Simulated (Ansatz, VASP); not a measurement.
# CCl in two plane-wave programs, part 3 of 3

Aim: how closely do two programs agree when they are given the same cell, functional and k mesh? The cell is taken from a series of runs on this material, whose earlier steps may have relaxed, scaled, displaced or heated it; both programs get it as it stands.

VASP 6.6.1 and Ansatz 0.2.0.

So far: Starting point; VASP: zone-centre phonons, LDA.

### 3. Ansatz: zone-centre phonons, LDA

Level of this step: Ansatz beside VASP: Kohn-Sham DFT, plane waves, LDA (Ansatz).

Ansatz runs on its PAW soft_1 files.

The same cell, functional (in two slightly different forms) and mesh now go to Ansatz, which takes its cutoff from its data sets.

Contents of input.yaml:

```yaml
crystal:
  lattice:
    - [2.8432487974, 3.2514e-06, 0.0]
    - [-1.4216272145, 2.4623240621, 0.0]
    - [0.0, 0.0, 31.8306043296]
  atoms:
    - { symbol: C, position: [0.0, 0.0, 0.2594929784] }
    - { symbol: C, position: [0.3333333333, 0.6666666667, 0.2750645759] }
    - { symbol: Cl, position: [0.0, 0.0, 0.2049493311] }
    - { symbol: Cl, position: [0.3333333333, 0.6666666667, 0.3296082231] }
  periodic: [true, true, false]
kpoints:
  mp_grid: { grid: [12, 12, 1] }
hamiltonian:
  xc: lda
  pseudopotentials: { kind: paw, azcp: { folder: soft_1 }, xc_functional: pbe }
scf:
  occupations: { method: fixed }
output:
  eigenvalues: true
phonons:
  method: dfpt
  dielectric: true
```

On the command line:

```console
ansatz run input.yaml --threads 8 --pin off --max-ram 16384MiB --backend cpu --events-out ev --progress --plain --runs-dir out
```

Numbers of over 12 decimals in the logs are rounded to 6 here.

Output:

```text
Warning: phonons.dielectric: true without phonons.rigid_motions: the static dielectric tensor ε⁰ will be withheld (ε∞, Z* and the rows of modes are given); for a crystal or a slab, whose only rigid motions are the translations, set phonons.rigid_motions: translations
Warning: crystal.symmetry: narrowed to the stabiliser of the run's FFT grids — unitary ops 12 → 6. A phonons.method: dfpt run fills in the rows of the dynamical matrix that it does not solve by its symmetry operations, which is exact only for operations that map its FFT grids onto themselves: filled in by any other, the frequencies could depend on the order in which like atoms are typed, or, by more than the grids' own error, on where the crystal sits among the grids' points. Excluded: 6 operations. The run can therefore solve more perturbations, solve them on more k-points, or both, and cost more. [rest of the remark cut]
Engine: ansatz 0.2.0, aarch64-unknown-linux-gnu
Pseudopotentials: kind: paw
Pseudopotential: C, paw, valence charge 4, recommended cutoff 420 eV (normal), soft_1/C.paw.azcp
Pseudopotential: Cl, paw, valence charge 7, recommended cutoff 420 eV (normal), soft_1/Cl.paw.azcp
Functional definition: SPW92
  exchange = slater_x
  correlation = pw_c
Crystal: 4 atoms, lattice volume = 222.846 Å³
Basis set: ecut = 420 eV, 4379 PW (Γ), exchange–correlation on 40×40×432 points (8 copies of the dense FFT grid, shifted against one another)
Bands: 15, of which v1, the nominal top of the filled ones, is band 11 counted from 1 (10 counted from 0)
Symmetry: 12 space group operations
k-points: 43 of 144 (irreducible under 2 space group operations, time reversal used)
Non-local potential: C, projectors of the file, l = 0: 2, l = 1: 2, l = 2: 1
Non-local potential: Cl, projectors of the file, l = 0: 2, l = 1: 2, l = 2: 1
PAW form: soft (Blöchl's): semilocal exchange-correlation on the pseudo side does not see the compensation charge
PAW frozen core: C, regenerated for the run's functional, and the local potential with it (the file was generated under x = pbe(κ = 0.804, μ = 0.219515), c = pbe(β = 0.066725))
PAW frozen core: Cl, regenerated for the run's functional, and the local potential with it (the file was generated under x = pbe(κ = 0.804, μ = 0.219515), c = pbe(β = 0.066725))
PAW one-centre angular grid: C, 110 points (default); XC on 64 Gauss nodes
PAW one-centre angular grid: Cl, 110 points (default); XC on 64 Gauss nodes
Initial density: superposition of atomic densities (neutral atoms: chi_scale 0, normalization atom)
Initial wavefunctions: pseudopotential atomic-orbital guess
Functional: x = slater, c = lda
SCF iter   1: F=—  HF=-2571.981969 eV  |F-HF|=—  |Δ(HF+E_count)|=         —  Δρ=2.90e-2  dr2=1.33e0  ethr=3.10e-3  ⟨swp⟩=7.6  Hψ=4608  notcnv=0  defer=73
preconditioner: auto → Resta (q_TF=auto, 1.855 Å⁻¹)  ε∞=1.9  [insulator: Δε(μ)=1.569 eV  Ē_g=12.650 eV  n_scr=18 (ndim 8)  ℏωp=11.7 eV  f_vac=0.752  ε∞_Penn≈1.9  vacuum switching on, ρ_ref=1.2e-2 e/Å³]
SCF iter   2: F=—  HF=-2571.602888 eV  |F-HF|=—  |Δ(HF+E_count)|=   3.79e-1  Δρ=1.30e-2  dr2=2.53e-1  ethr=3.10e-3  ⟨swp⟩=4.1  Hψ=1749  notcnv=0  defer=74
SCF iter   3: F=—  HF=-2571.552683 eV  |F-HF|=—  |Δ(HF+E_count)|=   5.02e-2  Δρ=5.07e-3  dr2=1.71e-1  ethr=1.15e-3  ⟨swp⟩=4.0  Hψ=1536  notcnv=0  defer=86
SCF iter   4: F=—  HF=-2571.519120 eV  |F-HF|=—  |Δ(HF+E_count)|=   3.36e-2  Δρ=1.11e-3  dr2=1.77e-3  ethr=7.78e-4  ⟨swp⟩=3.2  Hψ=1291  notcnv=0  defer=83
SCF iter   5: F=—  HF=-2571.519944 eV  |F-HF|=—  |Δ(HF+E_count)|=   8.24e-4  Δρ=4.18e-4  dr2=3.04e-4  ethr=8.06e-6  ⟨swp⟩=3.2  Hψ=1715  notcnv=0  defer=86
SCF iter   6: F=—  HF=-2571.519881 eV  |F-HF|=—  |Δ(HF+E_count)|=   6.23e-5  Δρ=5.18e-5  dr2=9.37e-6  ethr=1.38e-6  ⟨swp⟩=2.5  Hψ=1301  notcnv=0  defer=86
SCF iter   7: F=—  HF=-2571.519879 eV  |F-HF|=—  |Δ(HF+E_count)|=   2.33e-6  Δρ=1.36e-5  dr2=3.97e-7  ethr=4.26e-8  ⟨swp⟩=3.1  Hψ=1357  notcnv=0  defer=85
SCF iter   8: F=—  HF=-2571.519950 eV  |F-HF|=—  |Δ(HF+E_count)|=   7.12e-5  Δρ=2.66e-6  dr2=1.82e-8  ethr=1.80e-9  ⟨swp⟩=3.5  Hψ=1497  notcnv=0  defer=80
SCF iter   9: F=—  HF=-2571.519950 eV  |F-HF|=—  |Δ(HF+E_count)|=   3.52e-9  Δρ=3.78e-7  dr2=4.12e-10  ethr=8.26e-11  ⟨swp⟩=3.0  Hψ=1285  notcnv=0  defer=80
SCF iter  10: F=-2571.519950 eV  HF=-2571.519950 eV  |F-HF|=1.82e-11  |Δ(HF+E_count)|=  7.09e-11  Δρ=7.41e-8  dr2=9.22e-12  ethr=1.00e-12  ⟨swp⟩=21.1  Hψ=7502  notcnv=0
SCF 1 converged in 10 iterations: F = -2571.519950 eV  dr2 = 9.22e-12
  greatest PAW one-centre occupation: 0.902 electrons in one spin orbital (limit 2), on the Cl atom at site 3 (counted from 0), in its partial waves of l = 0
DFPT response loops at Γ: preconditioner auto → none (the input reference at scf.mixing.eps_inf says where Resta's filter doesn't serve); β = 0.50; Broyden in place of MSR1
── the response to a field inside a basis, on 12×12×1 k-points: an SCF that follows is theirs, and a resumed run solves both again ──
Bands: 12, of which v1, the nominal top of the filled ones, is band 11 counted from 1 (10 counted from 0)
k-points: 42 of 144 (irreducible under 2 space group operations, time reversal used)
Initial density: handed on by an earlier stage of this run
Initial wavefunctions: pseudopotential atomic-orbital guess (no wavefunctions were taken with the density)
Eigensolver: Dense (42 Hₖ)
SCF iter   1: F=—  HF=-2571.516463 eV  |F-HF|=—  |Δ(HF+E_count)|=         —  Δρ=7.52e-5  dr2=2.59e-6  ethr=1.00e-1
preconditioner: auto → Resta (q_TF=auto, 1.855 Å⁻¹)  ε∞=2.1  [insulator: Δε(μ)=1.252 eV  Ē_g=11.296 eV  n_scr=18 (ndim 8)  ℏωp=11.7 eV  f_vac=0.760  ε∞_Penn≈2.1  vacuum switching on, ρ_ref=9.3e-3 e/Å³]
SCF iter   2: F=—  HF=-2571.516464 eV  |F-HF|=—  |Δ(HF+E_count)|=   7.42e-7  Δρ=3.76e-5  dr2=6.75e-7  ethr=1.18e-8
SCF iter   3: F=—  HF=-2571.516464 eV  |F-HF|=—  |Δ(HF+E_count)|=   4.04e-7  Δρ=8.71e-6  dr2=4.77e-7  ethr=3.07e-9
SCF iter   4: F=-2571.516464 eV  HF=-2571.516464 eV  |F-HF|=5.04e-10  |Δ(HF+E_count)|=   8.54e-8  Δρ=1.18e-6  dr2=2.40e-9  ethr=2.17e-9
SCF 1 converged in 4 iterations: F = -2571.516464 eV  dr2 = 2.40e-9
DFPT response loops at Γ: mixed as the last ones told, above
SCF converged after 10 iterations
Free energy (F): -2571.519950 eV
Harris-Foulkes:  -2571.519950 eV  (|F-HF|=1.82e-11)
Internal energy: -2571.519950 eV  (E = F + TS)
E sigma→0 (E₀):  -2571.519950 eV
Fermi energy:    -3.739398 eV
--- Per-component energies (eV) ---
  E_band       = -276.208610
  E_kinetic    = 478.523449
  E_local      = -38315.157937  (includes V_loc(G=0)·N_el)
  E_nonlocal   = 113.747127
  E_hartree    = 18908.743709
  E_xc         = -305.534783
  E_vxc        = -347.089832  (∫ρ·V_xc dr)
  E_paw        = -1433.801923  (= ΣΔE_a)
  E_vpaw       = -23.718877  (= ΣTr[D̂ρ^β])
  E_aug_tail   = 0.000249  (compensation charges beyond the density's cutoff)
  E_ewald      = 17981.453509
  E_core_change = 0.506649  (= ΣΔE_core)
  E_smearing   = -0.000000  (= −TS)
  E_closure    = 0.000000  (closes the sum)
  Σ components = -2571.519950   (vs F -2571.519950, Δ=0.00e0)
--- Band table (eV; the first three rows and the last of 43) ---
  k-point 0: bands = [... 7 lower, -5.0253, -5.0253, -3.7394, -3.7394, -2.5620, -1.6893 (-1.6893°), -1.0780, -0.1205]
  k-point 1: bands = [... 7 lower, -5.5266, -5.1002, -4.2787, -3.8532, -2.4007, -1.3063 (-1.3063°), -0.9588, -0.0739]
  k-point 2: bands = [... 7 lower, -6.6503, -5.5632, -5.3315, -4.1489, -2.0256, -1.2812 (-1.2812°), -0.6169, 0.7075]
  k-point 42: bands = [... 7 lower, -9.4490, -8.6192, -7.6956, -7.0167, -0.2310, -0.0760, 1.1447, 1.7752]
  ° read free of the cell's end (the report's vacuum.weakly_bound_levels)
--- Phonons (Γ-DFPT): 8 representative perturbations + reference, on 43 of 144 k-points (Σ response iterations 39) ---
  ASR residual: 1.358e-4 → 0.000e0 eV/Å²; symmetrization residual: 8.587e-5 eV/Å²
  The last average, over the group as it would stand without the narrowing to the FFT grids, took up to 4.423e-7 eV/Å² of the zone centre's force constants
  ASR residual per site (eV/Å²): 1.36e-4 1.35e-4 2.17e-5 2.08e-5
  Γ frequencies (cm⁻¹): 0.00 0.00 0.00 98.89 98.89 132.08 132.08 414.86 763.24 763.24 857.03 1060.93
  ε∞ (high-frequency dielectric tensor):
        1.807716     0.000000     0.000000
        0.000000     1.807716    -0.000000
        0.000000    -0.000000     1.171496
  α∞ (the layer's polarisability for a field applied outside it; Å, Gaussian; ε∞ is over the cell's 31.831 Å):
        2.045945     0.000000     0.000000
        0.000000     2.045945    -0.000000
        0.000000    -0.000000     0.434399
  ε⁰ (static dielectric tensor): not given — the deck does not say what the cell's rigid motions are, and on a molecule in a box or a wire the rigid rotations would enter the sum over the modes at Γ. For a crystal or a slab, whose only rigid motions are the translations, set phonons.rigid_motions: translations.
  Born effective charges Z* (e; rows j = field, columns β = displacement):
    site 0:
         0.15558    0.00000    0.00000
         0.00000    0.15558   -0.00000
         0.00000   -0.00000    0.18566
    site 1:
         0.15558    0.00000    0.00000
         0.00000    0.15558   -0.00000
         0.00000   -0.00000    0.18566
    site 2:
        -0.15558   -0.00000   -0.00000
        -0.00000   -0.15558    0.00000
        -0.00000    0.00000   -0.18566
    site 3:
        -0.15558   -0.00000   -0.00000
        -0.00000   -0.15558    0.00000
        -0.00000    0.00000   -0.18566
  Z* charge neutrality: 1.226e-3 e pre-enforcement
  solved inside a basis spanned on kpoints, on 12×12×1 k-points, its susceptibility summed on 16×16×1: ε∞ is read to err by 3.5e-3, Z* by 8.1e-3 e (field_mesh: kpoints solves on kpoints); Z* is corrected for what the basis lacks
  optical modes at Γ without the LO–TO term, one row a degenerate level:
      ω (cm⁻¹)  modes    IR ((D/Å)²/amu)
         98.89      2             0.0000
        132.08      2             0.2490
        414.86      1             0.0000
        763.24      2             0.0000
        857.03      1             0.1773
       1060.93      1             0.0000
```

In the SCF lines HF is the Harris–Foulkes energy and dr2 the Hartree energy of the density residual, in eV; the loop may stop once dr2 is under the threshold and the program's other checks hold. Hψ counts applications of the Hamiltonian.

### 4. Side by side

Known differences besides the potentials themselves: fixed occupations in Ansatz, narrow Gaussian smearing in VASP; Ansatz cuts the interaction across the vacuum, VASP repeats the sheet without a dipole correction; VASP's response is taken on the typed mesh, Ansatz refines its own for the field response alone; the cutoff is 420 eV in Ansatz and 600 eV in VASP; VASP's log shows a relativistic correction to its local exchange, Ansatz's none. Total energies have different zeros and are not compared.

Both answers:

| quantity | Ansatz | VASP | difference |
| --- | --- | --- | --- |
| optical mode 1 to 2 (cm⁻¹) | 98.9 | 99.8 | -0.96 % |
| optical mode 3 to 4 (cm⁻¹) | 132.1 | 139.1 | -5.04 % |
| optical mode 5 (cm⁻¹) | 414.9 | 411.4 | +0.85 % |
| optical mode 6 to 7 (cm⁻¹) | 763.2 | 766.5 | -0.42 % |
| optical mode 8 (cm⁻¹) | 857.0 | 847.6 | +1.12 % |
| optical mode 9 (cm⁻¹) | 1060.9 | 1057.2 | +0.35 % |

Not compared: the dielectric constant (it scales with the vacuum, whose height the programs need not share). Modes are paired by rising frequency, not by their patterns, so a pair may set unlike modes beside each other; they are those without the splitting of longitudinal modes. Where the cell holds vacuum, a pressure given here is an average over it and none of the material.

### 5. Outcome

```
r.m.s. difference of the optical zone-centre modes, each program's sorted by frequency (zone-centre phonons, LDA) : 5.1 cm⁻¹
difference in optical mode 3 to 4 (zone-centre phonons, LDA)                                                      : -5.0 %
```

What this shows: The r.m.s. difference of the optical zone-centre modes, each program's sorted by frequency is 5.1 cm⁻¹ (zone-centre phonons, LDA). Among the rows given in per cent, the largest difference of the zone-centre phonons, LDA pair is in optical mode 3 to 4, -5.0 %. How closely two codes agree says nothing of how well the functional describes the real material.

[Lines on the potential files, build, host, timing and source positions are cut from VASP's logs without a mark.]

[Logs are printed without paths, hosts, clocks, repeated set-up lines and the standing remarks that a program may print on its own settings, such as how far it seeks lower states.]

[Hosts, paths, dates, database ids (printed as entryN), source tags and the programs' standing remarks are cut or masked in the printed files.]
